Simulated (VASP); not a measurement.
Data:

```yaml
crystal:
  lattice:
    - [-2.76858, 2.86892, 4.87907]
    - [2.76858, -2.86892, 4.87907]
    - [2.76858, 2.86892, -4.87907]
  atoms:
    - { symbol: Si, position: [0.00000, 0.75000, 0.75000] }
    - { symbol: Si, position: [0.00000, 0.25000, 0.25000] }
    - { symbol: S, position: [0.68031, 0.88298, 0.79733] }
    - { symbol: S, position: [0.08565, 0.38298, 0.70267] }
    - { symbol: S, position: [0.91435, 0.61702, 0.29733] }
    - { symbol: S, position: [0.31969, 0.11702, 0.20267] }
```

All values below come from PBEsol GGA, VASP's PBE PAW potentials (set 64) (plane waves; VASP 6.6.1). Run with 400 eV cut-off, 6×6×6 Γ-centred mesh, tetrahedra with Blöchl corrections, potentials Si S.

Without a dispersion term in the relaxation, distances and binding between the weakly bound layers, chains or molecules are unreliable, and so is what depends on them.

Question: Estimate the energy per atom (σ→0).

Answer: 
```yaml
energy per atom (σ→0): -5.503 eV/atom
```

The absolute energy has meaning only against runs of the same code, potentials and settings.

The compound is SiS2 in the sg72 structure. It was relaxed first.
